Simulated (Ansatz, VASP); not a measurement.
# SiO2: VASP beside Ansatz, part 3 of 3

Aim: how closely do two programs agree when they are given the same cell, functional and k mesh? The cell is taken from a series of runs on this material, whose earlier steps may have relaxed, scaled, displaced or heated it; both programs get it as it stands.

VASP 6.6.1 and Ansatz 0.2.0.

So far: The starting structure; VASP: zone-centre phonons, PBE.

## Step 3: Ansatz: zone-centre phonons, PBE

Level of this step: Ansatz beside VASP: Kohn-Sham DFT, plane waves, PBE (Ansatz).

Ansatz runs on its PAW soft_1 files.

The same cell, functional and mesh now go to Ansatz, which takes its cutoff from its data sets.

input.yaml

```yaml
crystal:
  lattice:
    - [4.3475965126, 0.0, 0.0]
    - [0.0, 4.3475965126, 0.0]
    - [0.0, 0.0, 2.7065817654]
  atoms:
    - { symbol: O, position: [0.6894905099, 0.6894905099, 0.0] }
    - { symbol: O, position: [0.1894905099, 0.8105094901, 0.5] }
    - { symbol: O, position: [0.3105094901, 0.3105094901, 0.0] }
    - { symbol: O, position: [0.8105094901, 0.1894905099, 0.5] }
    - { symbol: Si, position: [0.5, 0.5, 0.5] }
    - { symbol: Si, position: [0.0, 0.0, 0.0] }
kpoints:
  mp_grid: { grid: [8, 8, 8] }
hamiltonian:
  xc: pbe
  pseudopotentials: { kind: paw, azcp: { folder: soft_1 } }
scf:
  occupations: { method: fixed }
output:
  eigenvalues: true
phonons:
  method: dfpt
  dielectric: true
  rigid_motions: translations
```

Run with:

```
$ ansatz run input.yaml --threads 4 --pin off --max-ram 16384MiB --backend cpu --events-out ev --progress --plain --runs-dir out
```

Numbers of over 12 decimals in the logs are rounded to 6 here.

The program printed:

```text
Engine: ansatz 0.2.0, x86_64-unknown-linux-gnu
Pseudopotentials: kind: paw
Pseudopotential: O, paw, valence charge 6, recommended cutoff 420 eV (normal), soft_1/O.paw.azcp
Pseudopotential: Si, paw, valence charge 4, recommended cutoff 420 eV (normal), soft_1/Si.paw.azcp
Functional definition: PBE
  parameter kappa = 0.804
  parameter beta = 0.066725
  exchange = pbe_x(kappa = kappa, mu = beta*pi^2/3)
  correlation = pbe_c(beta = beta)
Crystal: 6 atoms, lattice volume = 51.159 Å³
Basis set: ecut = 420 eV, 1033 PW (Γ), exchange–correlation on 60×60×40 points (8 copies of the dense FFT grid, shifted against one another)
Bands: 22, of which v1, the nominal top of the filled ones, is band 16 counted from 1 (15 counted from 0)
Symmetry: 16 space group operations
k-points: 260 of 512 (irreducible under 1 space group operation, time reversal used)
Non-local potential: O, projectors of the file, l = 0: 2, l = 1: 2, l = 2: 1
Non-local potential: Si, projectors of the file, l = 0: 2, l = 1: 2, l = 2: 1
PAW form: soft (Blöchl's): semilocal exchange-correlation on the pseudo side does not see the compensation charge
PAW one-centre angular grid: O, 110 points (default); XC on 64 Gauss nodes
PAW one-centre angular grid: Si, 110 points (default); XC on 64 Gauss nodes
Initial density: superposition of atomic densities (chi_scale 0.1, normalization cell, long waves kept (reshape's long-wave potential 0.00 eV rms))
Initial wavefunctions: pseudopotential atomic-orbital guess
Functional: x = pbe(κ = 0.804, μ = 0.219515), c = pbe(β = 0.066725)
SCF iter   1: F=—  HF=-3548.939489 eV  |F-HF|=—  |Δ(HF+E_count)|=         —  Δρ=1.34e-1  dr2=7.80e0  ethr=3.10e-3  ⟨swp⟩=4.5  Hψ=25509  notcnv=0  defer=1036
preconditioner: auto → none  [insulator: Δε(μ)=5.489 eV  Ē_g=18.392 eV  n_scr=10 (ndim 8)  ℏωp=29.4 eV  f_vac=0.000  ε∞_Penn≈3.5]
SCF iter   2: F=—  HF=-3547.092824 eV  |F-HF|=—  |Δ(HF+E_count)|=    1.85e0  Δρ=6.71e-2  dr2=9.15e-1  ethr=3.10e-3  ⟨swp⟩=3.0  Hψ=13695  notcnv=0  defer=1031
SCF iter   3: F=—  HF=-3546.892018 eV  |F-HF|=—  |Δ(HF+E_count)|=   2.01e-1  Δρ=2.30e-2  dr2=9.99e-2  ethr=2.86e-3  ⟨swp⟩=2.5  Hψ=10688  notcnv=0  defer=1038
SCF iter   4: F=—  HF=-3546.922047 eV  |F-HF|=—  |Δ(HF+E_count)|=   3.00e-2  Δρ=1.61e-3  dr2=5.69e-4  ethr=3.12e-4  ⟨swp⟩=2.4  Hψ=6839  notcnv=0  defer=1040
SCF iter   5: F=—  HF=-3546.922547 eV  |F-HF|=—  |Δ(HF+E_count)|=   5.00e-4  Δρ=2.16e-4  dr2=7.54e-6  ethr=1.78e-6  ⟨swp⟩=2.3  Hψ=9651  notcnv=0  defer=1040
SCF iter   6: F=—  HF=-3546.922561 eV  |F-HF|=—  |Δ(HF+E_count)|=   1.42e-5  Δρ=2.90e-5  dr2=1.96e-7  ethr=2.36e-8  ⟨swp⟩=2.0  Hψ=9255  notcnv=0  defer=511
SCF iter   7: F=—  HF=-3546.922562 eV  |F-HF|=—  |Δ(HF+E_count)|=   6.14e-7  Δρ=4.61e-6  dr2=3.18e-9  ethr=6.14e-10  ⟨swp⟩=2.0  Hψ=9678  notcnv=0  defer=473
SCF iter   8: F=-3546.922562 eV  HF=-3546.922562 eV  |F-HF|=8.73e-11  |Δ(HF+E_count)|=   5.27e-9  Δρ=4.41e-7  dr2=6.94e-11  ethr=1.00e-12  ⟨swp⟩=14.2  Hψ=42345  notcnv=0
SCF 1 converged in 8 iterations: F = -3546.922562 eV  dr2 = 6.94e-11
  greatest PAW one-centre occupation: 0.857 electrons in one spin orbital (limit 2), on the O atom at site 3 (counted from 0), in its partial waves of l = 0
DFPT response loops at Γ: preconditioner auto → none (the input reference at scf.mixing.eps_inf says where Resta's filter doesn't serve); β = 0.50; Broyden in place of MSR1
── the response to a field inside a basis, on 8×8×8 k-points: an SCF that follows is theirs, and a resumed run solves both again ──
Bands: 17, of which v1, the nominal top of the filled ones, is band 16 counted from 1 (15 counted from 0)
k-points: 40 of 512
Initial density: handed on by an earlier stage of this run
Initial wavefunctions: pseudopotential atomic-orbital guess (no wavefunctions were taken with the density)
Eigensolver: Dense (40 Hₖ)
SCF iter   1: F=—  HF=-3546.917953 eV  |F-HF|=—  |Δ(HF+E_count)|=         —  Δρ=3.89e-4  dr2=1.39e-5  ethr=1.00e-1
preconditioner: auto → none  [insulator: Δε(μ)=4.752 eV  Ē_g=14.843 eV  n_scr=10 (ndim 8)  ℏωp=29.4 eV  f_vac=0.000  ε∞_Penn≈4.9]
SCF iter   2: F=—  HF=-3546.917957 eV  |F-HF|=—  |Δ(HF+E_count)|=   4.26e-6  Δρ=1.60e-4  dr2=3.47e-6  ethr=4.34e-8
SCF iter   3: F=—  HF=-3546.917959 eV  |F-HF|=—  |Δ(HF+E_count)|=   2.06e-6  Δρ=7.11e-5  dr2=5.95e-7  ethr=1.08e-8
SCF iter   4: F=-3546.917959 eV  HF=-3546.917959 eV  |F-HF|=4.26e-9  |Δ(HF+E_count)|=   2.13e-7  Δρ=5.03e-6  dr2=4.38e-9  ethr=1.86e-9
SCF 1 converged in 4 iterations: F = -3546.917959 eV  dr2 = 4.38e-9
  greatest PAW one-centre occupation: 0.858 electrons in one spin orbital (limit 2), on the O atom at site 3 (counted from 0), in its partial waves of l = 0
DFPT response loops at Γ: mixed as the last ones told, above
SCF converged after 8 iterations
Free energy (F): -3546.922562 eV
Harris-Foulkes:  -3546.922562 eV  (|F-HF|=8.73e-11)
Internal energy: -3546.922562 eV  (E = F + TS)
E sigma→0 (E₀):  -3546.922562 eV
Fermi energy:    8.980019 eV
--- Per-component energies (eV) ---
  E_band       = 29.577889
  E_kinetic    = 776.047998
  E_local      = -1278.104392  (includes V_loc(G=0)·N_el)
  E_nonlocal   = 247.576720
  E_hartree    = 464.969381
  E_xc         = -402.397507
  E_vxc        = -466.035183  (∫ρ·V_xc dr)
  E_paw        = -1676.349771  (= ΣΔE_a)
  E_vpaw       = -179.849200  (= ΣTr[D̂ρ^β])
  E_aug_tail   = 0.003236  (compensation charges beyond the density's cutoff)
  E_ewald      = -1678.668227
  E_smearing   = -0.000000  (= −TS)
  E_closure    = 0.000000  (closes the sum)
  Σ components = -3546.922562   (vs F -3546.922562, Δ=0.00e0)
--- Band table (eV; the first three rows and the last of 260) ---
  k-point 0: bands = [... 12 lower, 6.4914, 8.1998, 8.1998, 8.9800, 13.2937, 15.5573, 17.1652, 17.1652, ... 2 higher]
  k-point 1: bands = [... 12 lower, 5.7218, 8.0773, 8.0773, 8.8452, 14.0785, 16.5212, 17.9701, 17.9701, ... 2 higher]
  k-point 2: bands = [... 12 lower, 4.6716, 7.6700, 7.6700, 8.3963, 15.3590, 18.0600, 18.8107, 19.4996, ... 2 higher]
  k-point 259: bands = [... 12 lower, 7.2548, 7.2548, 7.6807, 7.6807, 15.4051, 15.4051, 18.9687, 18.9687, ... 2 higher]
--- Phonons (Γ-DFPT): 4 representative perturbations + reference, on 260 of 512 k-points (Σ response iterations 12) ---
  k mesh reduced under 1 symmetry operation, with k and −k counted as one. Each operation leaves every solved perturbation unchanged. A smaller set is not considered because the run solves the response to a homogeneous field
  ASR residual: 2.704e-4 → 0.000e0 eV/Å²; symmetrization residual: 1.153e-6 eV/Å²
  ASR residual per site (eV/Å²): 6.49e-5 6.49e-5 6.49e-5 6.49e-5 2.70e-4 2.70e-4
  Γ frequencies (cm⁻¹): 0.00 0.00 0.00 232.32 315.11 315.11 353.44 482.03 482.03 525.80 525.80 537.49 603.99 680.26 680.47 773.65 773.65 842.26
  ε∞ (high-frequency dielectric tensor):
        3.515888     0.000000     0.000000
        0.000000     3.515888     0.000000
        0.000000     0.000000     3.660677
  ε⁰ (static dielectric tensor: ions relaxed, cell fixed):
       20.150592    -0.000000     0.000000
       -0.000000    20.150592     0.000000
        0.000000     0.000000     9.690044
  ε⁰ − ε∞ (ionic part):
       16.634704    -0.000000    -0.000000
       -0.000000    16.634704     0.000000
       -0.000000     0.000000     6.029366
  softest optical mode at Γ: 232.32 cm⁻¹; the repairs (sum rule, projections) moved no ω² at Γ by more than (1.82 cm⁻¹)²
  Born effective charges Z* (e; rows j = field, columns β = displacement):
    site 0:
        -1.93622   -0.63303   -0.00000
        -0.63303   -1.93622   -0.00000
        -0.00000   -0.00000   -2.06773
    site 1:
        -1.93622    0.63303   -0.00000
         0.63303   -1.93622   -0.00000
        -0.00000   -0.00000   -2.06773
    site 2:
        -1.93622   -0.63303   -0.00000
        -0.63303   -1.93622   -0.00000
        -0.00000   -0.00000   -2.06773
    site 3:
        -1.93622    0.63303   -0.00000
         0.63303   -1.93622   -0.00000
        -0.00000   -0.00000   -2.06773
    site 4:
         3.87243   -0.48469    0.00000
        -0.48469    3.87243    0.00000
         0.00000    0.00000    4.13547
    site 5:
[...]
Z* charge neutrality: 1.954e-3 e pre-enforcement
  solved inside a basis spanned on kpoints, on 8×8×8 k-points, its susceptibility summed on 8×8×12: ε∞ is read to err by 8.9e-3, Z* by 1.6e-2 e (field_mesh: kpoints solves on kpoints); Z* is corrected for what the basis lacks
  optical modes at Γ without the LO–TO term, one row a degenerate level:
      ω (cm⁻¹)  modes    IR ((D/Å)²/amu)
[...]
optical modes at Γ + LO–TO along q̂ = [1.0000, 0.0000, 0.0000]:
      ω (cm⁻¹)  modes    IR ((D/Å)²/amu)
[...]
optical modes at Γ + LO–TO along q̂ = [0.0000, 1.0000, 0.0000]:
      ω (cm⁻¹)  modes    IR ((D/Å)²/amu)
[...]
optical modes at Γ + LO–TO along q̂ = [0.0000, 0.0000, 1.0000]:
      ω (cm⁻¹)  modes    IR ((D/Å)²/amu)
[...]
482.03      2             5.0289
        525.80      2             0.0000
        537.49      1             0.0000
        680.26      1             0.0000
        680.47      1             0.0000
        773.65      2            18.9398
        842.26      1             0.0000
        982.69      1            52.7589
```

In the SCF lines HF is the Harris–Foulkes energy and dr2 the Hartree energy of the density residual, in eV; the loop may stop once dr2 is under the threshold and the program's other checks hold. Hψ counts applications of the Hamiltonian.

## Step 4: Side by side

Known differences besides the potentials themselves: fixed occupations in Ansatz, narrow Gaussian smearing in VASP; VASP's response is taken on the typed mesh, Ansatz refines its own for the field response alone; the cutoff is 420 eV in Ansatz and 600 eV in VASP; VASP's log repeats an internal error in its field response. Total energies have different zeros and are not compared.

Compared:

| quantity | Ansatz | VASP | difference |
| --- | --- | --- | --- |
| ε∞ xx | 3.52 | 3.50 | +0.43 % |
| ε∞ yy | 3.52 | 3.50 | +0.43 % |
| ε∞ zz | 3.66 | 3.64 | +0.50 % |
| Born charge of O1 (mean of the diagonal) (e) | -1.98 | -1.97 | -0.01 |
| Born charge of Si5 (mean of the diagonal) (e) | 3.96 | 3.93 | +0.03 |
| optical mode 1 (cm⁻¹) | 232.3 | 233.5 | -0.49 % |
| optical mode 2 to 3 (cm⁻¹) | 315.1 | 320.4 | -1.64 % |
| optical mode 4 (cm⁻¹) | 353.4 | 355.7 | -0.63 % |
| optical mode 5 to 6 (cm⁻¹) | 482.0 | 483.3 | -0.27 % |
| optical mode 7 to 8 (cm⁻¹) | 525.8 | 529.1 | -0.62 % |
| optical mode 9 (cm⁻¹) | 537.5 | 540.2 | -0.50 % |
| optical mode 10 (cm⁻¹) | 604.0 | 609.0 | -0.82 % |
| optical mode 11 (cm⁻¹) | 680.3 | 681.6 | -0.20 % |
| optical mode 12 (cm⁻¹) | 680.5 | 684.7 | -0.62 % |
| optical mode 13 to 14 (cm⁻¹) | 773.6 | 774.0 | -0.05 % |
| optical mode 15 (cm⁻¹) | 842.3 | 843.8 | -0.18 % |

Modes are paired by rising frequency, not by their patterns, so a pair may set unlike modes beside each other; they are those without the splitting of longitudinal modes.

## Step 5: What came out

```json
{
  "r.m.s. difference of the optical zone-centre modes, each program's sorted by frequency (zone-centre phonons, PBE)": "3.1 cm⁻¹",
  "difference in optical mode 2 to 3 (zone-centre phonons, PBE)": "-1.6 %"
}
```

In words: The r.m.s. difference of the optical zone-centre modes, each program's sorted by frequency is 3.1 cm⁻¹ (zone-centre phonons, PBE). Among the rows given in per cent, the largest difference of the zone-centre phonons, PBE pair is in optical mode 2 to 3, -1.6 %. Such differences can come from data sets, numerical settings and the points named under the comparisons, not from the functional's error against experiment.

[Lines on the potential files, build, host, timing and source positions are cut from VASP's logs without a mark.]

[Logs are printed without paths, hosts, clocks, repeated set-up lines and the standing remarks that a program may print on its own settings, such as how far it seeks lower states.]

[Hosts, paths, dates, database ids (printed as entryN), source tags and the programs' standing remarks are cut or masked in the printed files.]
